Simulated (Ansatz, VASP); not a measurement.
# Cross-check of Al3Ga5As8 (alloy, x = 0.625, one random ordering in a cell of 16 atoms (invented)) between VASP and Ansatz, part 2 of 2

Aim: how closely do two programs agree when they are given the same cell, functional and k mesh? The cell is generated by rule, not measured, and may not be a known phase. The cell is taken from a series of runs on this material, whose earlier steps may have relaxed, scaled, displaced or heated it; both programs get it as it stands.

VASP 6.6.1 and Ansatz 0.2.0.

So far: Starting point; VASP: relaxation of cell and atoms, r2SCAN.

### 3. Ansatz: relaxation of cell and atoms, r2SCAN

Level of this step: Ansatz beside VASP: Kohn-Sham DFT, plane waves, r2SCAN (Ansatz).

Ansatz runs on its PAW soft_1 files.

The same cell, functional, mesh and smearing now go to Ansatz, which takes its cutoff from its data sets.

File input.yaml:

```yaml
crystal:
  lattice:
    - [-3.999396, 3.999396, 5.656]
    - [3.999396, -3.999396, 5.656]
    - [3.999396, 3.999396, -5.656]
  atoms:
    - { symbol: Al, position: [0.0, 0.0, 0.0] }
    - { symbol: Ga, position: [0.5, 0.0, 0.0] }
    - { symbol: Ga, position: [0.0, 0.0, 0.5] }
    - { symbol: Al, position: [0.5, 0.0, 0.5] }
    - { symbol: Al, position: [0.0, 0.5, 0.5] }
    - { symbol: Ga, position: [0.5, 0.5, 0.5] }
    - { symbol: Ga, position: [0.0, 0.5, 0.0] }
    - { symbol: Ga, position: [0.5, 0.5, 0.0] }
    - { symbol: As, position: [0.125, 0.875, 0.75] }
    - { symbol: As, position: [0.625, 0.875, 0.75] }
    - { symbol: As, position: [0.125, 0.875, 0.25] }
    - { symbol: As, position: [0.625, 0.875, 0.25] }
    - { symbol: As, position: [0.125, 0.375, 0.25] }
    - { symbol: As, position: [0.625, 0.375, 0.25] }
    - { symbol: As, position: [0.125, 0.375, 0.75] }
    - { symbol: As, position: [0.625, 0.375, 0.75] }
kpoints:
  mp_grid: { grid: [4, 4, 4] }
hamiltonian:
  xc: r2scan
  pseudopotentials: { kind: paw, azcp: { folder: soft_1 } }
scf:
  occupations: { method: gaussian, width: 0.02 }
output:
  forces: true
  stress: true
  eigenvalues: true
relax:
  adjacent_minimum: "off"
  f_tol: 0.005
  max_steps: 80
  cell: { stress_tol: 0.05 }
```

Run with:

```bash
> ansatz run input.yaml --threads 4 --pin off --max-ram 10240MiB --backend cpu --events-out ev --progress --plain --runs-dir out
```

Numbers of over 12 decimals in the logs are rounded to 6 here.

Output:

```text
Engine: ansatz 0.2.0, x86_64-unknown-linux-gnu
Pseudopotentials: kind: paw
Pseudopotential: Al, paw, valence charge 3, recommended cutoff 500 eV (meta_gga), soft_1/Al.paw.azcp
Pseudopotential: Ga, paw, valence charge 13, recommended cutoff 500 eV (meta_gga), soft_1/Ga.paw.azcp
Pseudopotential: As, paw, valence charge 15, recommended cutoff 500 eV (meta_gga), soft_1/As.paw.azcp
Functional definition: r2SCAN
  parameter k0 = 0.174
  parameter k1 = 0.065
  parameter a1 = 4.9479
  exchange = r2scan_x(k0 = k0, k1 = k1, a1 = a1)
  correlation = r2scan_c
Crystal: 16 atoms, lattice volume = 361.875 Å³
Basis set: ecut = 500 eV, 9257 PW (Γ), exchange–correlation on 240×240×240 points (64 copies of the dense FFT grid, shifted against one another)
Bands: 117, of which v1, the nominal top of the filled ones, is band 97 counted from 1 (96 counted from 0)
Symmetry: 8 space group operations
Space group: I-4m2 (ITA 119), of the structure as read, at distance tolerance 7.1e-5 Å
k-points: 13 of 64 (time reversal used)
Non-local potential: Al, projectors of the file, l = 0: 2, l = 1: 2, l = 2: 1
Non-local potential: Ga, projectors of the file, l = 0: 2, l = 1: 2, l = 2: 3, l = 3: 1
Non-local potential: As, projectors of the file, l = 0: 2, l = 1: 2, l = 2: 3, l = 3: 1
PAW form: soft (Blöchl's): semilocal exchange-correlation on the pseudo side does not see the compensation charge
PAW frozen core: Al, regenerated for the run's functional (the file was generated under x = pbe(κ = 0.804, μ = 0.219515), c = pbe(β = 0.066725))
PAW frozen core: Ga, regenerated for the run's functional (the file was generated under x = pbe(κ = 0.804, μ = 0.219515), c = pbe(β = 0.066725))
PAW frozen core: As, regenerated for the run's functional (the file was generated under x = pbe(κ = 0.804, μ = 0.219515), c = pbe(β = 0.066725))
PAW one-centre angular grid: Al, 302 points (default); XC on 160 Gauss nodes
PAW one-centre angular grid: Ga, 590 points (default); XC on 160 Gauss nodes
PAW one-centre angular grid: As, 590 points (default); XC on 160 Gauss nodes
Initial density: superposition of atomic densities (chi_scale 0.1, normalization cell, long waves kept (reshape's long-wave potential 0.02 eV rms))
Initial wavefunctions: pseudopotential atomic-orbital guess
Functional: x = r2scan, c = r2scan; τ floored in thin density (d = 2e-4 eV/Å³)
iter 1 solved again at ethr=2.63e-3 eV; its pass at ethr=3.10e-3 eV (dr2=5.11e0 eV) is discarded
SCF iter   1: F=—  HF=-59497.622834 eV  |F-HF|=—  |Δ(HF+E_count)|=         —  Δρ=4.71e-2  dr2=5.10e0  dr2_τ=6.21e-2  ethr=2.63e-3  ⟨swp⟩=1.7  Hψ=7606  notcnv=0
preconditioner: auto → Resta (q_TF=auto, 2.459 Å⁻¹)  ε∞=3.2  [insulator: Δε(μ)=1.307 eV  Ē_g=14.181 eV  σ=0.020 eV  W_gap=1.00  n_scr=88 (ndim 8)  ℏωp=20.8 eV  f_vac=0.000  D(μ)=0.00/eV (n_scr^D=0)  ε∞_Penn≈3.2]
SCF iter   2: F=—  HF=-59497.528679 eV  |F-HF|=—  |Δ(HF+E_count)|=   9.42e-2  Δρ=2.57e-2  dr2=1.69e0  dr2_τ=9.08e-3  ethr=2.63e-3  ⟨swp⟩=2.6  Hψ=1813  notcnv=0
SCF iter   3: F=—  HF=-59497.642474 eV  |F-HF|=—  |Δ(HF+E_count)|=   1.14e-1  Δρ=5.50e-3  dr2=1.11e-1  dr2_τ=1.51e-3  ethr=8.71e-4  ⟨swp⟩=3.2  Hψ=2707  notcnv=0  defer=12
SCF iter   4: F=—  HF=-59497.547583 eV  |F-HF|=—  |Δ(HF+E_count)|=   9.49e-2  Δρ=2.47e-3  dr2=1.54e-2  dr2_τ=1.34e-4  ethr=5.72e-5  ⟨swp⟩=3.6  Hψ=3414  notcnv=0  defer=14
SCF iter   5: F=—  HF=-59497.555224 eV  |F-HF|=—  |Δ(HF+E_count)|=   7.64e-3  Δρ=5.41e-4  dr2=9.14e-4  dr2_τ=3.55e-5  ethr=7.95e-6  ⟨swp⟩=3.0  Hψ=3000  notcnv=0  defer=26
SCF iter   6: F=—  HF=-59497.553878 eV  |F-HF|=—  |Δ(HF+E_count)|=   1.35e-3  Δρ=1.87e-4  dr2=8.14e-5  dr2_τ=2.25e-6  ethr=4.71e-7  ⟨swp⟩=2.0  Hψ=2943  notcnv=0  defer=26
SCF iter   7: F=—  HF=-59497.554021 eV  |F-HF|=—  |Δ(HF+E_count)|=   1.43e-4  Δρ=7.08e-5  dr2=1.49e-5  dr2_τ=2.25e-7  ethr=4.19e-8  ⟨swp⟩=2.0  Hψ=2226  notcnv=0  defer=26
SCF iter   8: F=—  HF=-59497.554036 eV  |F-HF|=—  |Δ(HF+E_count)|=   1.48e-5  Δρ=1.21e-5  dr2=6.93e-7  dr2_τ=7.96e-9  ethr=7.66e-9  ⟨swp⟩=2.0  Hψ=2226  notcnv=0  defer=26
SCF iter   9: F=—  HF=-59497.554036 eV  |F-HF|=—  |Δ(HF+E_count)|=   2.87e-7  Δρ=3.39e-6  dr2=5.65e-8  dr2_τ=9.59e-10  ethr=5.15e-11  ⟨swp⟩=8.1  Hψ=7019  notcnv=0
SCF iter  10: F=-59497.554036 eV  HF=-59497.554036 eV  |F-HF|=2.82e-9  |Δ(HF+E_count)|=   2.41e-8  Δρ=1.65e-6  dr2=1.01e-8  dr2_τ=1.31e-10  ethr=2.91e-11  ⟨swp⟩=4.0  Hψ=5127  notcnv=0
SCF 1 converged in 10 iterations: F = -59497.554036 eV  dr2 = 1.01e-8
  greatest PAW one-centre occupation: 0.999 electrons in one spin orbital (limit 2), on the As atom at site 15 (counted from 0), in its partial waves of l = 2
relax step   1: F+E_penalty+E_count = -59497.55403588 eV  Δ(F+E_penalty+E_count) = +0.000e0 eV  max|allowed force component| = 4.825e-2 eV/Å  Δτ_max = 0.0000 Å  P = +0.575 GPa  Ω = 361.875 Å³  (10 SCF iters, dr2 threshold 1.00e-7 eV, accepted)
[...]
SCF converged after 5 iterations
Free energy (F): -59497.559781 eV
Harris-Foulkes:  -59497.559781 eV  (|F-HF|=4.37e-11)
Internal energy: -59497.559781 eV  (E = F + TS)
E sigma→0 (E₀):  -59497.559781 eV
Fermi energy:    7.595715 eV
--- Per-component energies (eV) ---
  E_band       = -2579.728794
  E_kinetic    = 1407.371703
  E_local      = -26662.044140  (includes V_loc(G=0)·N_el)
  E_nonlocal   = -3571.604872
  E_hartree    = 15157.197563
  E_xc         = -922.425125
  E_vxc        = -1009.764730  (∫ρ·V_xc dr)
  E_paw        = -27655.583856  (= ΣΔE_a)
  E_vpaw       = -3109.458990  (= ΣTr[D̂ρ^β])
  E_aug_tail   = 0.000320  (compensation charges beyond the density's cutoff)
  E_vtau       = 51.376527  (kinetic-family band-sum trace: ∫τ·v_τ [+ j·A + Jᵃ·Aᵃ] dr)
  E_ewald      = -17235.366569
  E_core_change = -15.104805  (= ΣΔE_core)
  E_smearing   = -0.000000  (= −TS)
  E_closure    = 0.000000  (closes the sum)
  Σ components = -59497.559781   (vs F -59497.559781, Δ=0.00e0)
--- Forces (eV/Å), atoms counted from 1 ---
  atom   1  Al    -0.00000000     0.00000000    -0.00000000
  atom   2  Ga    -0.00079958    -0.00079958    -0.00000000
  atom   3  Ga    -0.00079958     0.00079958     0.00000000
  atom   4  Al    -0.00000000     0.00000000    -0.00277763
  atom   5  Al    -0.00000000     0.00000000     0.00277763
  atom   6  Ga     0.00079958    -0.00079958     0.00000000
  atom   7  Ga     0.00079958     0.00079958    -0.00000000
  atom   8  Ga     0.00000000     0.00000000    -0.00000000
  atom   9  As     0.00171680    -0.00000000    -0.00253219
  atom  10  As     0.00000000     0.00171680     0.00253219
  atom  11  As     0.00000000    -0.00171680     0.00253219
  atom  12  As     0.00182156     0.00000000     0.00100911
  atom  13  As    -0.00171680     0.00000000    -0.00253219
  atom  14  As     0.00000000     0.00182156    -0.00100911
  atom  15  As     0.00000000    -0.00182156    -0.00100911
  atom  16  As    -0.00182156     0.00000000     0.00100911
  max |Σ_I F_I| component: 1.07e-16 eV/Å
--- Stress (GPa, compression-positive) ---
       -0.004225       0.000000       0.000000
        0.000000      -0.004225       0.000000
        0.000000       0.000000      -0.006105
  P = ⅓ Tr σ = -0.0049 GPa (-0.049 kbar)
--- Band table (eV; the first three rows and the last of 13) ---
  k-point 0: bands = [... 93 lower, 5.9132, 6.8911, 6.9088, 6.9088, 8.2824, 8.3508, 8.3508, 8.6569, ... 16 higher]
  k-point 1: bands = [... 93 lower, 5.8385, 5.8713, 6.3076, 6.3132, 8.7790, 9.4106, 9.4464, 9.5625, ... 16 higher]
  k-point 2: bands = [... 93 lower, 5.7534, 5.7613, 5.8085, 5.8498, 9.3734, 9.4773, 10.0329, 10.1047, ... 16 higher]
  k-point 12: bands = [... 93 lower, 5.7673, 5.7673, 5.7846, 5.8341, 9.2720, 9.5668, 10.1669, 10.1669, ... 16 higher]
--- Relaxed structure (3 steps of the walk, 3 accepted, 1 SCFs on fresh bases) ---
  F+E_penalty+E_count = -59497.55978117 eV   max|allowed force component| = 2.778e-3 eV/Å   (the final SCF, on the basis selected at the relaxed cell)
  cell:  # Å, volume = 364.6902 Å³
    - [-4.010400, 4.010400, 5.668769]
    - [4.010400, -4.010400, 5.668769]
    - [4.010400, 4.010400, -5.668769]
  atoms:
    - { symbol: Al, position: [0, 0, 0] }
    - { symbol: Ga, position: [0.499875, -0.000124752, -0.000249504] }
    - { symbol: Ga, position: [0.000124752, -0.000124752, 0.5] }
    - { symbol: Al, position: [0.499572, -0.000428356, 0.5] }
    - { symbol: Al, position: [0.000428356, 0.500428, 0.5] }
    - { symbol: Ga, position: [0.499875, 0.500125, 0.5] }
    - { symbol: Ga, position: [0.000124752, 0.500125, 0.000249504] }
    - { symbol: Ga, position: [0.5, 0.5, 0] }
    - { symbol: As, position: [0.124751, 0.874817, 0.750067] }
    - { symbol: As, position: [0.625316, 0.875249, 0.750067] }
    - { symbol: As, position: [0.125183, 0.875249, 0.249933] }
    - { symbol: As, position: [0.624810, 0.875116, 0.250306] }
    - { symbol: As, position: [0.124751, 0.374684, 0.249933] }
    - { symbol: As, position: [0.625496, 0.375190, 0.250306] }
    - { symbol: As, position: [0.124884, 0.375190, 0.749694] }
    - { symbol: As, position: [0.624810, 0.374504, 0.749694] }
```

Reading the cycles: dr2 is the Hartree energy of the density residual (eV), the measure of convergence; HF is the Harris–Foulkes estimate of the energy, which meets the free energy F at convergence.

### 4. Differences

Known differences besides the potentials themselves: VASP keeps PBE cores, Ansatz makes them for the functional; the data sets hold 194 valence electrons in Ansatz (on its PAW soft_1 files) and 114 in VASP; the cutoff is 500 eV in Ansatz and 550 eV in VASP. Total energies have different zeros and are not compared.

The two programs side by side:

```tsv
quantity	Ansatz	VASP	difference
volume (Å³)	364.69	365.13	-0.12 %
edge a after relaxation, in the typed setting (Å)	8.019	8.022	-0.04 %
```

### 5. Results

```json
{
  "difference in volume (relaxation of cell and atoms, r2SCAN)": "-0.12 %"
}
```

What this shows: The difference in volume is -0.12 % (relaxation of cell and atoms, r2SCAN), within the 1.2 % picked in this series as the mark of a large difference, as far as the stopping tolerances let one tell. The data sets hold unlike numbers of valence electrons (194 in Ansatz and 114 in VASP), so part of the differences comes from the potentials. Such differences can come from data sets, numerical settings and the points named under the comparisons, not from the functional's error against experiment.

[Lines on the potential files, build, host, timing and source positions are cut from VASP's logs without a mark.]

[Logs are printed without paths, hosts, clocks, repeated set-up lines and the standing remarks that a program may print on its own settings, such as how far it seeks lower states.]

[Hosts, paths, dates, database ids (printed as entryN), source tags and the programs' standing remarks are cut or masked in the printed files.]
